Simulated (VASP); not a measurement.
Input for VASP

**KPOINTS**
```
K-points
0
gamma
 7 7 7
0 0 0
```

### POSCAR
```
NaF
1
    0.0000000000     2.3150000000     2.3150000000
    2.3150000000     0.0000000000     2.3150000000
    2.3150000000     2.3150000000     0.0000000000
Na F
1 1
Direct
 -0.0151187905   0.0151187905   0.0367170626
  0.5000000000   0.5000000000   0.5000000000
```

INCAR:
```
SYSTEM = NaF
PREC = Accurate; ENCUT = 520; LREAL = .FALSE.
LASPH = .TRUE.
EDIFF = 1E-6; NELM = 100; ALGO = Normal
ISMEAR = 0; SIGMA = 0.05
GGA = PE
IBRION = 2; NSW = 40; ISIF = 2
EDIFFG = -0.01
LWAVE = .FALSE.; LCHARG = .FALSE.
```

POTCAR, in this order: Na_pv F (PBE.64 set). Program: vasp_std.

**Question.** Translate this PBE calculation to Ansatz.

**Answer.** One equivalent input (not run):
Ansatz 0.2 input:
```yaml
crystal:
  lattice:
    - [0.0000000, 2.3150000, 2.3150000]
    - [2.3150000, 0.0000000, 2.3150000]
    - [2.3150000, 2.3150000, 0.0000000]
  atoms:
    - { symbol: Na, position: [-0.0151188, 0.0151188, 0.0367171] }
    - { symbol: F, position: [0.5000000, 0.5000000, 0.5000000] }
kpoints:
  mp_grid: { grid: [7, 7, 7] }
hamiltonian:
  xc: pbe
  pseudopotentials: { kind: paw }
scf:
  occupations: { method: gaussian, width: 0.05 }
  max_iter: 100
relax:
  max_steps: 40
  f_tol: 0.01
output: { forces: true, stress: true, eigenvalues: true }
```
The two are equivalent in intent, not identical: each code has its own PAW files, so the cut-off isn't converted (ENCUT is set for VASP's; basis.ecutwfc is left out, and Ansatz then takes the one that its files recommend); Ansatz stops its SCF on the density residual and VASP on the energy change (EDIFF).

The compound is NaF in the rock salt structure. In the starting cell atoms are displaced from their ideal sites. This run relaxes the ions in a fixed cell. Symmetry was kept, so distortions that lower it aren't found.
